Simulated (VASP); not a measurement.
# LiCl: GW quasiparticle gap, part 4 of 5

Wanted: how far GW moves the Kohn-Sham levels of LiCl. The cell is of the rock-salt type, one of the forms listed for this formula. The start is a cell from a database of measured crystal structures.

VASP 6.6.1, plane waves and PAW; the level of theory is named at each step.

So far, quasiparticle gap on the mesh (eV): step 4 (evGW0, evGW0 on PBE) 9.42; step 5 (evGW, evGW on PBE) 10.1. Also gap on the k-mesh (eV): step 3 (empty bands, functional PBE) 6.32.

The database entry behind the starting cell differs from later determinations by our own check (0.1 to 0.3 % short, probably kX units), so it need not match the best structure at ambient conditions.

### Step 6. QPGW0

This step: QPGW0 on PBE; plane waves and PAW (Cl_GW, Li_GW) (VASP 6.6.1).

Here the orbitals are updated too, by diagonalising a Hermitian self-energy in the bands up to NBANDSGW.

File INCAR:

```
SYSTEM = LiCl
PREC = Accurate
ENCUT = 300
ISMEAR = 0
SIGMA = 0.01
LREAL = .FALSE.
GGA = PE
NBANDS = 224
ALGO = QPGW0
NELMGW = 4
ENCUTGW = 200
NOMEGA = 64
PRECFOCK = Fast
NBANDSGW = 24
LWAVE = .FALSE.
LCHARG = .FALSE.
```

File POSCAR:

```
LiCl
1.0
    0.0000000000      2.5647700000      2.5647700000
    2.5647700000      0.0000000000      2.5647700000
    2.5647700000      2.5647700000      0.0000000000
Cl Li
1 1
Direct
    0.5000000000      0.5000000000      0.5000000000
    0.0000000000      0.0000000000      0.0000000000
```

File KPOINTS:

```
Automatic mesh
0
Gamma
4 4 4
0 0 0
```

Potentials, in the order of the species: Cl_GW and Li_GW (PBE family, release 64).

On the command line:

```
$ mpirun -np 8 vasp_std
```

What it wrote:

```text
[banner, memory and clock lines left out]
running    8 mpi-ranks, on    1 nodes
 distrk:  each k-point on    8 cores,    1 groups
 distr:  one band on    1 cores,    8 groups

 POSCAR found type information on POSCAR ClLi
 POSCAR found :  2 types and       2 ions
 [... a notice as in an earlier step ...]

 [... a notice as in an earlier step ...]

 LDA part: xc-table for (Slater+PW92), standard interpolation
 found WAVECAR, reading the header
 POSCAR, INCAR and KPOINTS ok, starting setup
 FFT: planning ... GRIDC
 FFT: planning ... GRID_SOFT
 FFT: planning ... GRID
 reading WAVECAR
 the WAVECAR file was read successfully
 initial charge from wavefunction
 available memory per node:     77.24 GB, setting MAXMEM to     79096

 The Fermi energy was updated, please check that it is located mid-gap
 values below the HOMO (VB) or above the LUMO (CB) will cause erroneous energies
 E-fermi :   2.2201

 calculate exact exchange contribution
 the WAVEDER file was read successfully
energies w=
    0.000    0.000    0.580    0.000    1.158    0.000    1.734    0.000
    2.306    0.000    2.873    0.000    3.434    0.000    3.989    0.000
    4.537    0.000    5.078    0.000    5.611    0.000    6.136    0.000
    6.654    0.000    7.166    0.000    7.671    0.000    8.170    0.000
    8.664    0.000    9.153    0.000    9.639    0.000   10.122    0.000
   10.604    0.000   11.084    0.000   11.565    0.000   12.048    0.000
   12.533    0.000   13.022    0.000   13.516    0.000   14.017    0.000
   14.526    0.000   15.045    0.000   15.576    0.000   16.120    0.000
   16.681    0.000   17.259    0.000   17.859    0.000   18.483    0.000
   19.134    0.000   19.816    0.000   20.534    0.000   21.293    0.000
   22.097    0.000   22.956    0.000   23.876    0.000   24.866    0.000
   25.938    0.000   27.106    0.000   28.385    0.000   29.796    0.000
   31.364    0.000   33.118    0.000   35.100    0.000   37.358    0.000
   39.959    0.000   42.989    0.000   46.568    0.000   50.862    0.000
   56.108    0.000   62.663    0.000   71.081    0.000   82.276    0.000
   97.875    0.000  121.070    0.000  159.111    0.000  232.753    0.000
 responsefunction array rank=     232
 LDA part: xc-table for (Slater+PW92), standard interpolation

 min. memory requirement per mpi rank    170.1 MB, per node   1360.9 MB

 allocating   8 responsefunctions rank=   232
 shmem allocating  64 responsefunctions rank=   232
 response function shared by NCSHMEM nodes    1
 Doing            8  frequencies on each core in blocks of           64
NQ=   1    0.0000    0.0000    0.0000,
|.........|.........|.........|.........|.........|.........|.........|.........
 performed        198000 updates of chi_q(r,r)
 total number of BLAS operations         52.07 Gflops
NQ=   2    0.2500    0.0000    0.0000,
|.........|.........|.........|.........|.........|.........|.........|.........
 performed        783000 updates of chi_q(r,r)
 total number of BLAS operations        260.68 Gflops
NQ=   3    0.5000    0.0000    0.0000,
|.........|.........|.........|.........|.........|.........|.........|.........
 performed       1175000 updates of chi_q(r,r)
 total number of BLAS operations        423.78 Gflops
NQ=   4    0.2500    0.2500    0.0000,
|.........|.........|.........|.........|.........|.........|.........|.........
 performed       1685000 updates of chi_q(r,r)
 total number of BLAS operations        617.86 Gflops
NQ=   5    0.5000    0.2500    0.0000,
|.........|.........|.........|.........|.........|.........|.........|.........
 performed       2442000 updates of chi_q(r,r)
 total number of BLAS operations        900.69 Gflops
NQ=   6   -0.2500    0.2500    0.0000,
|.........|.........|.........|.........|.........|.........|.........|.........
 performed       3092000 updates of chi_q(r,r)
 total number of BLAS operations       1147.91 Gflops
NQ=   7    0.5000    0.5000    0.0000,
|.........|.........|.........|.........|.........|.........|.........|.........
 performed       3441000 updates of chi_q(r,r)
 total number of BLAS operations       1285.58 Gflops
NQ=   8   -0.2500    0.5000    0.2500,
|.........|.........|.........|.........|.........|.........|.........|.........
 performed       3962000 updates of chi_q(r,r)
 total number of BLAS operations       1465.98 Gflops
 resolving degeneracies of screened two electron integrals

 calculate QP shifts <psi_nk| G(iteration)W_0 |psi_nk>: iteration 1

 QP shifts <psi_nk| G(iteration)W_0 |psi_nk>: iteration 1
 NQ=           1  operations          48
 NQ=           2  operations           6
 NQ=           3  operations          12
 NQ=           4  operations           8
 NQ=           5  operations           2
 NQ=           6  operations           4
 NQ=           7  operations          16
 NQ=           8  operations           8
 allocating   8 responsefunctions rank=   232
 shmem allocating  64 responsefunctions rank=   232
 response function shared by NCSHMEM nodes    1
 Doing            8  frequencies on each core in blocks of           64
NQ=   1    0.0000    0.0000    0.0000,
|.........|.........|.........|.........|.........|.........|.........|.........
 performed        198000 updates of chi_q(r,r)
 total number of BLAS operations         52.07 Gflops
NQ=   2    0.2500    0.0000    0.0000,
|.........|.........|.........|.........|.........|.........|.........|.........
 performed        783000 updates of chi_q(r,r)
 total number of BLAS operations        260.68 Gflops
NQ=   3    0.5000    0.0000    0.0000,
|.........|.........|.........|.........|.........|.........|.........|.........
 performed       1175000 updates of chi_q(r,r)
 total number of BLAS operations        423.78 Gflops
NQ=   4    0.2500    0.2500    0.0000,
|.........|.........|.........|.........|.........|.........|.........|.........
 performed       1685000 updates of chi_q(r,r)
 total number of BLAS operations        617.86 Gflops
NQ=   5    0.5000    0.2500    0.0000,
|.........|.........|.........|.........|.........|.........|.........|.........
 performed       2442000 updates of chi_q(r,r)
 total number of BLAS operations        900.69 Gflops
NQ=   6   -0.2500    0.2500    0.0000,
|.........|.........|.........|.........|.........|.........|.........|.........
 performed       3092000 updates of chi_q(r,r)
 total number of BLAS operations       1147.91 Gflops
NQ=   7    0.5000    0.5000    0.0000,
|.........|.........|.........|.........|.........|.........|.........|.........
 performed       3441000 updates of chi_q(r,r)
 total number of BLAS operations       1285.58 Gflops
NQ=   8   -0.2500    0.5000    0.2500,
|.........|.........|.........|.........|.........|.........|.........|.........
 performed       3962000 updates of chi_q(r,r)
 total number of BLAS operations       1465.98 Gflops
 resolving degeneracies of screened two electron integrals

 QP shifts <psi_nk| G(iteration)W_0 |psi_nk>: iteration 2
 NQ=           1  operations          48
 NQ=           2  operations           6
 NQ=           3  operations          12
 NQ=           4  operations           8
 NQ=           5  operations           2
 NQ=           6  operations           4
 NQ=           7  operations          16
 NQ=           8  operations           8
 allocating   8 responsefunctions rank=   232
 shmem allocating  64 responsefunctions rank=   232
 response function shared by NCSHMEM nodes    1
 Doing            8  frequencies on each core in blocks of           64
NQ=   1    0.0000    0.0000    0.0000,
|.........|.........|.........|.........|.........|.........|.........|.........
 performed        198000 updates of chi_q(r,r)
 total number of BLAS operations         52.07 Gflops
NQ=   2    0.2500    0.0000    0.0000,
|.........|.........|.........|.........|.........|.........|.........|.........
 performed        783000 updates of chi_q(r,r)
 total number of BLAS operations        260.68 Gflops
NQ=   3    0.5000    0.0000    0.0000,
|.........|.........|.........|.........|.........|.........|.........|.........
 performed       1175000 updates of chi_q(r,r)
 total number of BLAS operations        423.78 Gflops
NQ=   4    0.2500    0.2500    0.0000,
|.........|.........|.........|.........|.........|.........|.........|.........
 performed       1685000 updates of chi_q(r,r)
 total number of BLAS operations        617.86 Gflops
NQ=   5    0.5000    0.2500    0.0000,
|.........|.........|.........|.........|.........|.........|.........|.........
 performed       2442000 updates of chi_q(r,r)
 total number of BLAS operations        900.69 Gflops
NQ=   6   -0.2500    0.2500    0.0000,
|.........|.........|.........|.........|.........|.........|.........|.........
 performed       3092000 updates of chi_q(r,r)
 total number of BLAS operations       1147.91 Gflops
NQ=   7    0.5000    0.5000    0.0000,
|.........|.........|.........|.........|.........|.........|.........|.........
 performed       3441000 updates of chi_q(r,r)
 total number of BLAS operations       1285.58 Gflops
NQ=   8   -0.2500    0.5000    0.2500,
|.........|.........|.........|.........|.........|.........|.........|.........
 performed       3962000 updates of chi_q(r,r)
 total number of BLAS operations       1465.98 Gflops
 resolving degeneracies of screened two electron integrals

 QP shifts <psi_nk| G(iteration)W_0 |psi_nk>: iteration 3
 NQ=           1  operations          48
 NQ=           2  operations           6
 NQ=           3  operations          12
 NQ=           4  operations           8
 NQ=           5  operations           2
 NQ=           6  operations           4
 NQ=           7  operations          16
 NQ=           8  operations           8
 allocating   8 responsefunctions rank=   232
 shmem allocating  64 responsefunctions rank=   232
 response function shared by NCSHMEM nodes    1
 Doing            8  frequencies on each core in blocks of           64
NQ=   1    0.0000    0.0000    0.0000,
|.........|.........|.........|.........|.........|.........|.........|.........
 performed        198000 updates of chi_q(r,r)
 total number of BLAS operations         52.07 Gflops
NQ=   2    0.2500    0.0000    0.0000,
|.........|.........|.........|.........|.........|.........|.........|.........
 performed        783000 updates of chi_q(r,r)
 total number of BLAS operations        260.68 Gflops
NQ=   3    0.5000    0.0000    0.0000,
|.........|.........|.........|.........|.........|.........|.........|.........
 performed       1175000 updates of chi_q(r,r)
 total number of BLAS operations        423.78 Gflops
NQ=   4    0.2500    0.2500    0.0000,
|.........|.........|.........|.........|.........|.........|.........|.........
 performed       1685000 updates of chi_q(r,r)
 total number of BLAS operations        617.86 Gflops
NQ=   5    0.5000    0.2500    0.0000,
|.........|.........|.........|.........|.........|.........|.........|.........
 performed       2442000 updates of chi_q(r,r)
 total number of BLAS operations        900.69 Gflops
NQ=   6   -0.2500    0.2500    0.0000,
|.........|.........|.........|.........|.........|.........|.........|.........
 performed       3092000 updates of chi_q(r,r)
 total number of BLAS operations       1147.91 Gflops
NQ=   7    0.5000    0.5000    0.0000,
|.........|.........|.........|.........|.........|.........|.........|.........
 performed       3441000 updates of chi_q(r,r)
 total number of BLAS operations       1285.58 Gflops
NQ=   8   -0.2500    0.5000    0.2500,
|.........|.........|.........|.........|.........|.........|.........|.........
 performed       3962000 updates of chi_q(r,r)
 total number of BLAS operations       1465.98 Gflops
 resolving degeneracies of screened two electron integrals

 QP shifts <psi_nk| G(iteration)W_0 |psi_nk>: iteration 4
 NQ=           1  operations          48
 NQ=           2  operations           6
 NQ=           3  operations          12
 NQ=           4  operations           8
 NQ=           5  operations           2
 NQ=           6  operations           4
 NQ=           7  operations          16
 NQ=           8  operations           8
 entering main loop
```

Elapsed: 6.7 min, on 8 MPI ranks of AMD EPYC 7R43, shared host; peak memory 1.8 GiB; 53 min of CPU time.

From OUTCAR (step 6):

```text
   NELECT =       8.0000    total number of electrons

 E-fermi :   2.2201

 QP shifts <psi_nk| G(iteration)W_0 |psi_nk>: iteration 1
 k-point   1 :       0.0000    0.0000    0.0000
  band No. DFT-energies  QP-energies  QP-e(diag)   sigma(DFT)    Z            occupation
      1     -14.3487     -16.0953     -16.0609     -16.5202       0.7885       2.0000
      2      -0.9388      -2.8722      -2.8416      -3.3195       0.7992       2.0000
      3      -0.9388      -2.8722      -2.8416      -3.3195       0.7992       2.0000
      4      -0.9388      -2.8722      -2.8416      -3.3195       0.7992       2.0000
      5       5.3790       6.1293       6.1259       6.2752       0.8334       0.0000
      6      10.8971      12.0042      12.0198      12.2596       0.8240       0.0000
      7      10.8971      12.0042      12.0198      12.2596       0.8240       0.0000
      8      10.8971      12.0042      12.0198      12.2596       0.8240       0.0000
    ...

     24      39.1404      39.1404      39.1404      39.1404       1.0000       0.0000

 k-point   2 :       0.2500    0.0000    0.0000
  band No. DFT-energies  QP-energies  QP-e(diag)   sigma(DFT)    Z            occupation
      1     -14.0774     -15.7514     -15.7176     -16.1238       0.8015       2.0000
      2      -2.5233      -4.5956      -4.5826      -5.1408       0.7868       2.0000
      3      -1.0747      -3.0036      -2.9887      -3.4835       0.7946       2.0000
      4      -1.0747      -3.0036      -2.9887      -3.4835       0.7946       2.0000
      5       6.2695       7.0815       7.1061       7.2717       0.8347       0.0000
      6       9.6981      10.8930      10.9038      11.1502       0.8304       0.0000
      7       9.6981      10.8930      10.9038      11.1502       0.8304       0.0000
      8      10.0033      10.9759      11.0202      11.2465       0.8180       0.0000
    ...

     24      36.1672      36.1672      36.1672      36.1672       1.0000       0.0000

     24      37.1313      37.1313      37.1313      37.1313       1.0000       0.0000

     24      37.2687      37.2687      37.2687      37.2687       1.0000       0.0000

     24      37.8633      37.8633      37.8633      37.8633       1.0000       0.0000

 QP shifts <psi_nk| G(iteration)W_0 |psi_nk>: iteration 2
 k-point   1 :       0.0000    0.0000    0.0000
  band No. DFT-energies  QP-energies  QP-e(diag)   sigma(DFT)    Z            occupation
      1     -16.0953     -16.4178     -16.4045     -16.4827       0.7981       2.0000
      2      -2.8722      -3.1715      -3.1543      -3.2299       0.7887       2.0000
      3      -2.8722      -3.1715      -3.1543      -3.2299       0.7887       2.0000
      4      -2.8722      -3.1715      -3.1543      -3.2299       0.7887       2.0000
      5       6.1293       6.1934       6.2165       6.2332       0.8395       0.0000
      6      12.0042      12.0740      12.1024      12.1230       0.8266       0.0000
      7      12.0042      12.0740      12.1024      12.1230       0.8266       0.0000
      8      12.0042      12.0740      12.1024      12.1230       0.8266       0.0000
    ...

 QP shifts <psi_nk| G(iteration)W_0 |psi_nk>: iteration 3
 k-point   1 :       0.0000    0.0000    0.0000
  band No. DFT-energies  QP-energies  QP-e(diag)   sigma(DFT)    Z            occupation
      1     -16.4178     -16.5350     -16.5282     -16.5566       0.7955       2.0000
      2      -3.1715      -3.2700      -3.2575      -3.2803       0.7902       2.0000
      3      -3.1715      -3.2700      -3.2575      -3.2803       0.7902       2.0000
      4      -3.1715      -3.2700      -3.2575      -3.2803       0.7902       2.0000
      5       6.1934       6.1911       6.2201       6.2253       0.8394       0.0000
      6      12.0740      12.0885      12.1048      12.1112       0.8270       0.0000
      7      12.0740      12.0885      12.1048      12.1112       0.8270       0.0000
      8      12.0740      12.0885      12.1048      12.1112       0.8270       0.0000
    ...

 QP shifts <psi_nk| G(iteration)W_0 |psi_nk>: iteration 4
 k-point   1 :       0.0000    0.0000    0.0000
  band No. DFT-energies  QP-energies  QP-e(diag)   sigma(DFT)    Z            occupation
      1     -16.5350     -16.5920     -16.5839     -16.5965       0.7958       2.0000
      2      -3.2700      -3.3202      -3.3055      -3.3149       0.7904       2.0000
      3      -3.2700      -3.3202      -3.3055      -3.3149       0.7904       2.0000
      4      -3.2700      -3.3202      -3.3055      -3.3149       0.7904       2.0000
      5       6.1911       6.1935       6.2209       6.2265       0.8403       0.0000
      6      12.0885      12.0918      12.1066      12.1104       0.8277       0.0000
      7      12.0885      12.0918      12.1066      12.1104       0.8277       0.0000
      8      12.0885      12.0918      12.1066      12.1104       0.8277       0.0000
    ...

[... 16 parts as in an earlier step ...]

[... 29 further parts left out ...]
```

This step gave:

```
quasiparticle gap on the mesh                 : 9.514 eV
smallest direct quasiparticle gap on the mesh : 9.514 eV
```

QP gap by iteration, by row:

```tsv
iteration	gap (eV)	direct gap (eV)
1	9.002	9.002
2	9.365	9.365
3	9.461	9.461
4	9.514	9.514
```

GW takes the gap from 6.318 to 9.514 eV. That is +98 meV against evGW0 on PBE. The last pass still moved it by +53 meV. The value holds for 224 bands, ENCUTGW = 200 eV and this mesh, and isn't shown to be converged in them.

### Step 7. Orbitals for another starting point

This step: PBE; plane waves and PAW (Cl_GW, Li_GW) (VASP 6.6.1).

A hybrid converges faster from good orbitals, so a cheap PBE run writes WAVECAR first.

File INCAR:

```
SYSTEM = LiCl
PREC = Accurate
ENCUT = 300
EDIFF = 1E-05
NELM = 100
ISMEAR = 0
SIGMA = 0.01
LREAL = .FALSE.
ALGO = Normal
GGA = PE
NBANDS = 10
LORBIT = 11
LWAVE = .TRUE.
LCHARG = .FALSE.
KPAR = 8
```

POSCAR is that of step 6.

KPOINTS is that of step 6.

On the command line:

```
$ mpirun -np 8 vasp_std
```

What it wrote:

```text
[banner, memory and clock lines left out]
running    8 mpi-ranks, on    1 nodes
 distrk:  each k-point on    1 cores,    8 groups
 distr:  one band on    1 cores,    1 groups

 POSCAR found type information on POSCAR ClLi
 POSCAR found :  2 types and       2 ions
 [... a notice as in an earlier step ...]

 LDA part: xc-table for (Slater+PW92), standard interpolation
 POSCAR, INCAR and KPOINTS ok, starting setup
 FFT: planning ... GRIDC
 FFT: planning ... GRID_SOFT
 FFT: planning ... GRID
 WAVECAR not read
 entering main loop
       N       E                     dE             d eps       ncg     rms          rms(c)
[... 10 cycles as in an earlier step ...]
DAV:  11    -0.736640719310E+01    0.61246E-06   -0.31582E-06   108   0.100E-02
   1 F= -.73664072E+01 E0= -.73664072E+01  d E =-.474660E-88
 writing wavefunctions
```

It took 2.2 s on 8 MPI ranks; peak memory 0.66 GiB; 11 s of CPU time.

OUTCAR, selected parts (step 7):

```text
   NELECT =       8.0000    total number of electrons

 E-fermi :  -0.7994

 k-point     1 :       0.0000    0.0000    0.0000
  band No.  band energies     occupation
      1     -14.3490      2.00000
      2      -0.9390      2.00000
      3      -0.9390      2.00000
      4      -0.9390      2.00000
      5       5.3790      0.00000
      6      10.8972      0.00000
      7      10.8972      0.00000
      8      10.8972      0.00000
      9      13.4737      0.00000
    ...

  Total        0.0444458      0.0444458      0.0444458      0.0000000      0.0000000      0.0000000
  in kB        2.1104083      2.1104083      2.1104083      0.0000000      0.0000000      0.0000000
  external PRESSURE =       2.1104083 kB  Pullay stress =       0.0000000 kB

  FREE ENERGIE OF THE ION-ELECTRON SYSTEM (eV)
  ---------------------------------------------------
  free  energy   TOTEN  =        -7.3664071931 eV

  energy  without entropy=       -7.3664071931  energy(sigma->0) =       -7.36640719

[... 10 parts as in an earlier step ...]

[... 8 further parts left out ...]
```

This step gave:

```
Fermi energy : -0.7994 eV
pressure     : 0.2110 GPa
```

The run ends at a pressure of 0.21 GPa.

(Continued in part 5 of 5.)

[Lines on the potential files, build, host, timing and source positions are cut from VASP's logs without a mark.]

[Logs are printed without paths, hosts, clocks, repeated set-up lines and the standing remarks that a program may print on its own settings, such as how far it seeks lower states.]

[Hosts, paths, dates, database ids (printed as entryN), source tags and the programs' standing remarks are cut or masked in the printed files.]

[Pressures printed for these runs are not shown converged in the cutoff: they can be off by several GPa and have the wrong sign.]
